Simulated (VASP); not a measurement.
# Cl on Pd(111): which site?, part 2 of 2

Where does Cl sit on Pd(111), and how strongly does it bind?

VASP 6.6.1, plane waves and PAW; the level of theory is named at each step.

So far. Step 7 (Potential and states with the adsorbate, site ontop): The vacuum level lies 6.30 eV above the Fermi level at the upper face; the two faces differ by 1.29 eV, the step that the slab's dipole of 0.194 e·Å makes. Step 9 (Going on with the relaxation): The start already met the threshold, so nothing moved, which says little where the restoring forces are soft.

### 10. Potential and states with the adsorbate, site bridge

INCAR reads:

```
SYSTEM = Pd12Cl
PREC = Normal
ENCUT = 320
EDIFF = 1E-06
NELM = 120
ISMEAR = 1
SIGMA = 0.15
LREAL = Auto
ALGO = Fast
GGA = RP
NBANDS = 78
LASPH = .TRUE.
LORBIT = 11
LWAVE = .FALSE.
LCHARG = .FALSE.
KPAR = 4
IDIPOL = 3
LDIPOL = .TRUE.
DIPOL = 0.5 0.5 0.516
LVHAR = .TRUE.
LVACPOTAV = .TRUE.
NEDOS = 1500
```

POSCAR reads:

```
Pd12Cl
1.0
    5.6222117516      0.0000000000      0.0000000000
    2.8111058758      4.8689782023      0.0000000000
    0.0000000000      0.0000000000     19.5905166724
Pd Cl
12 1
Selective dynamics
Direct
    0.1666666700      0.1666666700      0.3828382900  F F F
    0.6666666700      0.1666666700      0.3828382900  F F F
    0.1666666700      0.6666666700      0.3828382900  F F F
    0.6666666700      0.6666666700      0.3828382900  F F F
    0.8430541453      0.3153671662      0.4991649841  T T T
    0.3415786784      0.3153671662      0.4991649841  T T T
    0.8425785771      0.8148428358      0.5034960751  T T T
    0.3410480674      0.8179038553      0.4992004648  T T T
    0.0125738403      0.9647585532      0.6177296887  T T T
    0.5226676065      0.9647585532      0.6177296887  T T T
    0.0142255732      0.4715488536      0.6182723597  T T T
    0.5157114235      0.4685771529      0.6143473221  T T T
    0.1898284340      0.1203431321      0.7125022732  T T T
```

KPOINTS reads:

```
Automatic mesh
0
Gamma
6 6 1
0 0 0
```

PAW data sets: Pd and Cl (PBE family, release 64).

On the command line:

```
> mpirun -np 4 vasp_std
```

Elapsed: 60 s, on 4 MPI ranks of Intel Xeon 6975P-C (Granite Rapids), shared host; peak memory 1.4 GiB; 4 min of CPU time.

Zero at the Fermi level. Planar average of the electrostatic potential against height:

height (Å), planar average of the electrostatic potential (eV) and a bar from the least value:
```
      0.0        5.4 ##############################
      0.5        5.1 ##############################
      1.0        5.0 ##############################
      1.5        5.0 ##############################
      2.0        5.0 ##############################
      2.5        5.0 ##############################
      3.0        5.0 ##############################
      3.5        5.0 ##############################
      4.0        5.0 ##############################
      4.5        5.0 ##############################
      5.0        5.0 #############################
      5.5        4.8 #############################
      6.0        4.2 ############################
      6.5        1.5 #########################
      7.0      -10.8 ##########
      7.5      -19.0 
      8.0      -10.8 ##########
      8.5        1.0 #########################
      9.0       -2.7 ####################
      9.5      -15.9 ####
     10.0      -17.7 ##
     10.5       -5.3 #################
     11.0        1.4 #########################
     11.5       -8.4 #############
     12.0      -18.8 
     12.5      -13.5 #######
     13.0       -0.6 #######################
     13.5        0.5 ########################
     14.0       -0.8 ######################
     14.5        2.5 ##########################
     15.0        4.9 #############################
     15.5        5.3 ##############################
     16.0        5.4 ##############################
     16.5        5.4 ##############################
     17.0        5.4 ##############################
     17.5        5.4 ##############################
     18.0        5.4 ##############################
     18.5        5.4 ##############################
     19.0        5.4 ##############################
```

The adsorbate has slid 0.59 Å off the bridge site, so these numbers belong to another place.

The map of layer states is cut here 0.5 eV above the Fermi level, so it leaves out the states above that.

At the end the adsorbate's closest contact with the slab is Cl-Pd at 2.47 Å, 1.62 Å to the side of the slab's atom, and its lowest atom lies 1.85 Å above the highest atom of the slab.

The vacuum level lies 5.41 eV above the Fermi level at the upper face; the two faces differ by 0.38 eV, the step that the slab's dipole of 0.058 e·Å makes.

VASP counts the dipole in electrons times Å, so a positive number points the physical dipole along −c.

The program found no field-free point at its default tolerance, but its printed level agrees with the flat part of the planar average.

On this mesh the fine structure of the density of states is sampling noise, and high empty states may be cut by the number of bands.

### 11. Relaxing the adsorbate, site fcc

INCAR reads:

```
SYSTEM = Pd12Cl
PREC = Normal
ENCUT = 320
EDIFF = 1E-05
NELM = 120
ISMEAR = 1
SIGMA = 0.15
LREAL = Auto
ALGO = Fast
GGA = RP
NBANDS = 78
LASPH = .TRUE.
LORBIT = 11
LWAVE = .FALSE.
LCHARG = .FALSE.
KPAR = 4
IBRION = 2
NSW = 50
ISIF = 2
EDIFFG = -0.03
POTIM = 0.4
MAXMIX = 40
IDIPOL = 3
LDIPOL = .TRUE.
DIPOL = 0.5 0.5 0.514
```

POSCAR reads:

```
Pd12Cl
1.0
    5.6222117516      0.0000000000      0.0000000000
    2.8111058758      4.8689782023      0.0000000000
    0.0000000000      0.0000000000     19.5905166724
Pd Cl
12 1
Selective dynamics
Direct
    0.1666666700      0.1666666700      0.3828382900  F F F
    0.6666666700      0.1666666700      0.3828382900  F F F
    0.1666666700      0.6666666700      0.3828382900  F F F
    0.6666666700      0.6666666700      0.3828382900  F F F
    0.8333333300      0.3333333300      0.5000000000  T T T
    0.3333333300      0.3333333300      0.5000000000  T T T
    0.8333333300      0.8333333300      0.5000000000  T T T
    0.3333333300      0.8333333300      0.5000000000  T T T
    0.0000000000      0.0000000000      0.6171617100  T T T
    0.5000000000      0.0000000000      0.6171617100  T T T
    0.0000000000      0.5000000000      0.6171617100  T T T
    0.5000000000      0.5000000000      0.6171617100  T T T
    0.1666666700      0.1666666700      0.6758635800  T T T
```

KPOINTS is that of step 10.

On the command line:

```
> mpirun -np 4 vasp_std
```

It took 4.8 min on 4 MPI ranks; peak memory 1.4 GiB.

Relaxation path (22 of 28):

```tsv
step	energy less that of the first step (eV)	largest force (eV/Å)
1	0.0000	10.0034
2	-2.0342	3.0363
4	-2.3210	1.6327
5	-2.5306	1.3441
6	-2.7128	0.7348
7	-2.7177	0.6352
9	-2.7714	0.2987
10	-2.7874	0.2108
11	-2.8017	0.1423
13	-2.8067	0.2075
14	-2.8196	0.1018
15	-2.8218	0.1067
16	-2.8221	0.1104
18	-2.8252	0.1447
19	-2.8252	0.1410
20	-2.8277	0.0754
22	-2.8279	0.0466
23	-2.8279	0.0690
24	-2.8279	0.0569
25	-2.8290	0.0328
27	-2.8290	0.0600
28	-2.8293	0.0185
```

The atoms that moved most (Å):

```tsv
atom	dx	dy	dz	length
Cl13	0.000	0.000	0.712	0.712
Pd7	0.000	0.000	0.066	0.066
Pd12	0.000	0.000	-0.042	0.042
Pd11	0.000	0.030	0.013	0.033
Pd10	0.026	-0.015	0.013	0.033
Pd9	-0.026	-0.015	0.013	0.033
Pd6	-0.003	-0.002	-0.011	0.012
Pd8	0.000	0.004	-0.011	0.012
```

Final coordinates:

```xyz
13
Lattice="5.6222 0.0000 0.0000 2.8111 4.8690 0.0000 0.0000 0.0000 19.5905" Properties=species:S:1:pos:R:3
Pd    1.4056    0.8115    7.5000
Pd    4.2167    0.8115    7.5000
Pd    2.8111    3.2460    7.5000
Pd    5.6222    3.2460    7.5000
Pd    5.6253    1.6212    9.7838
Pd    2.8080    1.6212    9.7838
Pd    7.0278    4.0575    9.8614
Pd    4.2167    4.0610    9.7838
Pd   -0.0259   -0.0149   12.1036
Pd    2.8370   -0.0149   12.1036
Pd    1.4056    2.4643   12.1036
Pd    4.2167    2.4345   12.0484
Cl    1.4056    0.8115   13.9521
```

The run ended after 28 ionic steps, 2.829 eV below its first step, once the forces on the free atoms met EDIFFG = -0.03.

### 12. Potential and states with the adsorbate, site fcc

INCAR reads:

```
SYSTEM = Pd12Cl
PREC = Normal
ENCUT = 320
EDIFF = 1E-06
NELM = 120
ISMEAR = 1
SIGMA = 0.15
LREAL = Auto
ALGO = Fast
GGA = RP
NBANDS = 78
LASPH = .TRUE.
LORBIT = 11
LWAVE = .FALSE.
LCHARG = .FALSE.
KPAR = 4
IDIPOL = 3
LDIPOL = .TRUE.
DIPOL = 0.5 0.5 0.516
LVHAR = .TRUE.
LVACPOTAV = .TRUE.
NEDOS = 1500
```

POSCAR reads:

```
Pd12Cl
1.0
    5.6222117516      0.0000000000      0.0000000000
    2.8111058758      4.8689782023      0.0000000000
    0.0000000000      0.0000000000     19.5905166724
Pd Cl
12 1
Selective dynamics
Direct
    0.1666666700      0.1666666700      0.3828382900  F F F
    0.6666666700      0.1666666700      0.3828382900  F F F
    0.1666666700      0.6666666700      0.3828382900  F F F
    0.6666666700      0.6666666700      0.3828382900  F F F
    0.8340601685      0.3329699108      0.4994136579  T T T
    0.3329699108      0.3329699108      0.4994136579  T T T
    0.8333333300      0.8333333300      0.5033786190  T T T
    0.3329699108      0.8340601685      0.4994136579  T T T
    0.9969341165      0.9969341165      0.6178312208  T T T
    0.5061317669      0.9969341165      0.6178312208  T T T
    0.9969341165      0.5061317669      0.6178312208  T T T
    0.5000000000      0.5000000000      0.6150103705  T T T
    0.1666666700      0.1666666700      0.7121885988  T T T
```

KPOINTS is that of step 11.

On the command line:

```
> mpirun -np 4 vasp_std
```

Elapsed: 34 s, on 4 MPI ranks; peak memory 1.2 GiB.

The map of layer states is cut here 0.5 eV above the Fermi level, so it leaves out the states above that.

At the end the adsorbate's closest contact with the slab is Cl-Pd at 2.48 Å, 1.65 Å to the side of the slab's atom, and its lowest atom lies 1.85 Å above the highest atom of the slab.

The vacuum level lies 5.39 eV above the Fermi level at the upper face; the two faces differ by 0.36 eV, the step that the slab's dipole of 0.055 e·Å makes.

VASP counts the dipole in electrons times Å, so a positive number points the physical dipole along −c.

The program found no field-free point at its default tolerance, but its printed level agrees with the flat part of the planar average.

On this mesh the fine structure of the density of states is sampling noise, and high empty states may be cut by the number of bands.

### 13. Relaxing the adsorbate, site hcp

INCAR reads:

```
SYSTEM = Pd12Cl
PREC = Normal
ENCUT = 320
EDIFF = 1E-05
NELM = 120
ISMEAR = 1
SIGMA = 0.15
LREAL = Auto
ALGO = Fast
GGA = RP
NBANDS = 78
LASPH = .TRUE.
LORBIT = 11
LWAVE = .FALSE.
LCHARG = .FALSE.
KPAR = 4
IBRION = 2
NSW = 50
ISIF = 2
EDIFFG = -0.03
POTIM = 0.4
MAXMIX = 40
IDIPOL = 3
LDIPOL = .TRUE.
DIPOL = 0.5 0.5 0.514
```

POSCAR reads:

```
Pd12Cl
1.0
    5.6222117516      0.0000000000      0.0000000000
    2.8111058758      4.8689782023      0.0000000000
    0.0000000000      0.0000000000     19.5905166724
Pd Cl
12 1
Selective dynamics
Direct
    0.1666666700      0.1666666700      0.3828382900  F F F
    0.6666666700      0.1666666700      0.3828382900  F F F
    0.1666666700      0.6666666700      0.3828382900  F F F
    0.6666666700      0.6666666700      0.3828382900  F F F
    0.8333333300      0.3333333300      0.5000000000  T T T
    0.3333333300      0.3333333300      0.5000000000  T T T
    0.8333333300      0.8333333300      0.5000000000  T T T
    0.3333333300      0.8333333300      0.5000000000  T T T
    0.0000000000      0.0000000000      0.6171617100  T T T
    0.5000000000      0.0000000000      0.6171617100  T T T
    0.0000000000      0.5000000000      0.6171617100  T T T
    0.5000000000      0.5000000000      0.6171617100  T T T
    0.3333333300      0.3333333300      0.6758635800  T T T
```

KPOINTS is that of step 12.

On the command line:

```
> mpirun -np 4 vasp_std
```

It took 4.2 min on 4 MPI ranks; peak memory 1.3 GiB; 17 min of CPU time.

The steps of the relaxation:

```tsv
step	energy less that of the first step (eV)	largest force (eV/Å)
1	0.0000	10.2271
2	-2.0148	3.0897
3	-2.2741	2.0471
4	-2.2761	1.8751
5	-2.5741	1.4968
6	-2.8220	0.5753
7	-2.8240	0.6558
8	-2.8816	0.2363
9	-2.8961	0.2891
10	-2.9137	0.2226
11	-2.9268	0.1937
12	-2.9335	0.3118
13	-2.9342	0.2781
14	-2.9460	0.1601
15	-2.9475	0.1329
16	-2.9489	0.1479
17	-2.9516	0.0621
18	-2.9517	0.0579
19	-2.9532	0.0843
20	-2.9537	0.0783
21	-2.9543	0.0562
22	-2.9545	0.0288
```

The atoms that moved most (Å):

```tsv
atom	dx	dy	dz	length
Cl13	0.000	0.000	0.767	0.767
Pd9	0.000	0.000	-0.055	0.055
Pd10	0.000	-0.007	0.022	0.023
Pd11	-0.006	0.003	0.022	0.023
Pd12	0.006	0.003	0.022	0.023
Pd6	0.000	0.000	-0.017	0.017
Pd7	-0.008	-0.005	0.004	0.010
Pd5	0.000	0.010	0.004	0.010
```

The relaxed structure:

```
Pd Cl
1.0
     5.62221    0.00000    0.00000
     2.81111    4.86898    0.00000
     0.00000    0.00000   19.59052
Pd Cl
12 1
Direct
  0.16667 0.16667 0.38284
  0.66667 0.16667 0.38284
  0.16667 0.66667 0.38284
  0.66667 0.66667 0.38284
  0.83235 0.33531 0.50021
  0.33333 0.33333 0.49915
  0.83235 0.83235 0.50021
  0.33531 0.83235 0.50021
  0.00000 0.00000 0.61437
  0.50071 0.99858 0.61828
  0.99858 0.50071 0.61828
  0.50071 0.50071 0.61828
  0.33333 0.33333 0.71500
```

The run ended after 22 ionic steps, 2.955 eV below its first step, once the forces on the free atoms met EDIFFG = -0.03.

### 14. Potential and states with the adsorbate, site hcp

INCAR reads:

```
SYSTEM = Pd12Cl
PREC = Normal
ENCUT = 320
EDIFF = 1E-06
NELM = 120
ISMEAR = 1
SIGMA = 0.15
LREAL = Auto
ALGO = Fast
GGA = RP
NBANDS = 78
LASPH = .TRUE.
LORBIT = 11
LWAVE = .FALSE.
LCHARG = .FALSE.
KPAR = 4
IDIPOL = 3
LDIPOL = .TRUE.
DIPOL = 0.5 0.5 0.517
LVHAR = .TRUE.
LVACPOTAV = .TRUE.
NEDOS = 1500
```

POSCAR reads:

```
Pd12Cl
1.0
    5.6222117516      0.0000000000      0.0000000000
    2.8111058758      4.8689782023      0.0000000000
    0.0000000000      0.0000000000     19.5905166724
Pd Cl
12 1
Selective dynamics
Direct
    0.1666666700      0.1666666700      0.3828382900  F F F
    0.6666666700      0.1666666700      0.3828382900  F F F
    0.1666666700      0.6666666700      0.3828382900  F F F
    0.6666666700      0.6666666700      0.3828382900  F F F
    0.8323462981      0.3353073937      0.5002149821  T T T
    0.3333333300      0.3333333300      0.4991513500  T T T
    0.8323462981      0.8323462981      0.5002149821  T T T
    0.3353073937      0.8323462981      0.5002149821  T T T
    0.0000000000      0.0000000000      0.6143718882  T T T
    0.5007106336      0.9985787328      0.6182767670  T T T
    0.9985787328      0.5007106336      0.6182767670  T T T
    0.5007106336      0.5007106336      0.6182767670  T T T
    0.3333333300      0.3333333300      0.7150032848  T T T
```

KPOINTS is that of step 13.

On the command line:

```
> mpirun -np 4 vasp_std
```

The job ended after 33 s (4 MPI ranks; peak memory 1.2 GiB; 2.1 min of CPU time).

Zero at the Fermi level. The planar average of the electrostatic potential by height:

```tsv
height (Å)	planar average of the electrostatic potential (eV)
0.0	5.47
0.5	5.14
1.0	5.04
1.5	5.04
2.0	5.04
2.5	5.04
3.0	5.04
3.5	5.04
4.0	5.04
4.5	5.03
5.0	4.98
5.5	4.81
6.0	4.17
6.5	1.53
7.0	-10.8
7.5	-19.0
8.0	-10.8
8.5	0.982
9.0	-2.76
9.5	-16.1
10.0	-17.6
10.5	-5.07
11.0	1.44
11.5	-8.21
12.0	-18.7
12.5	-13.6
13.0	-0.617
13.5	0.981
14.0	-0.802
14.5	2.13
15.0	4.92
15.5	5.38
16.0	5.47
16.5	5.48
17.0	5.49
17.5	5.49
18.0	5.49
18.5	5.49
19.0	5.49
```

The map of layer states is cut here 0.5 eV above the Fermi level, so it leaves out the states above that.

At the end the adsorbate's closest contact with the slab is Cl-Pd at 2.50 Å, 1.63 Å to the side of the slab's atom, and its lowest atom lies 1.89 Å above the highest atom of the slab.

The vacuum level lies 5.49 eV above the Fermi level at the upper face; the two faces differ by 0.44 eV, the step that the slab's dipole of 0.067 e·Å makes.

VASP counts the dipole in electrons times Å, so a positive number points the physical dipole along −c.

The program found no field-free point at its default tolerance, but its printed level agrees with the flat part of the planar average.

On this mesh the fine structure of the density of states is sampling noise, and high empty states may be cut by the number of bands.

### 15. The sites side by side

This step: adsorption sites, RPBE; plane waves and PAW (VASP 6.6.1).

This step runs nothing: it gathers the runs above.

The site's symmetry is kept, so a site may be a saddle point. All sites:

```tsv
site	adsorption energy (eV)	height over the top layer (Å)	shortest distance to the metal (Å)	bond in the molecule (Å)	change of the work function (eV)	sideways move (Å)
ontop	-1.148	2.277	2.262	-	1.221	0
bridge	-1.448	1.871	2.465	-	0.3256	0.59
fcc	-1.457	1.862	2.48	-	0.3146	0
hcp	-1.403	1.914	2.499	-	0.4062	0
```

Each adsorption energy is the energy with the adsorbate less the clean slab (-51.619 eV) and the reference (-1.687 eV, half of Cl2).

### 16. Summary of results

```json
{
  "ontop start": "-1.15 eV",
  "bridge start, slid off": "-1.45 eV",
  "fcc start": "-1.46 eV",
  "hcp start": "-1.40 eV"
}
```

**Reading.** Among the starts that kept their site, Cl is lowest at the fcc site of Pd(111), at -1.46 eV against half of Cl2; hcp lies 0.05 eV higher and ontop lies 0.31 eV higher. The bridge start slid 0.59 Å sideways and ended at -1.45 eV, so that site is no minimum and its row belongs to another place. At that site the work function rises by 0.31 eV from 5.08 eV. The bare lower face moves by -0.05 eV too, a measure of how thin the slab is. The clean slab ran with reciprocal-space projectors and the cells with the adsorbate with LREAL = Auto, which leaves a small offset in these differences. Symmetry was kept, so any start that stayed on its site may sit on a saddle point. The slab is thin, and zero-point and thermal parts are left out.

[Lines on the potential files, build, host, timing and source positions are cut from VASP's logs without a mark.]

[Logs are printed without paths, hosts, clocks, repeated set-up lines and the standing remarks that a program may print on its own settings, such as how far it seeks lower states.]

[Hosts, paths, dates, database ids (printed as entryN), source tags and the programs' standing remarks are cut or masked in the printed files.]

[Runs that stopped without an error message from VASP are left out.]
